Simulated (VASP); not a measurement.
Input:

```
KTaO3
1.0
    4.02272     0.00000     0.00000
    0.00000     4.02272     0.00000
    0.00000     0.00000     4.02272
K Ta O
1 1 3
Direct
  0.00000   0.00000   0.00000
  0.50000   0.50000   0.50000
  0.50000   0.00000   0.50000
  0.00000   0.50000   0.50000
  0.50000   0.50000   0.00000
```

Level of theory: SCAN meta-GGA, VASP's PBE PAW potentials (set 64) (plane waves; VASP 6.6.1). Numerical set-up: 520 eV cut-off, 6×6×6 Γ-centred mesh, Gaussian smearing of 0.050 eV, potentials K_sv Ta_pv O.

Problem. Give the stress tensor in GPa (positive for a compressed cell).

Solution. 
```
-5.87   0.00   0.00
 0.00  -5.87   0.00
 0.00   0.00  -5.87
```
The pressure is its mean diagonal, -5.87 GPa.

The compound is KTaO3 in the cubic perovskite structure. This cell is one point of a volume scan, at 1.03 of the reference volume.
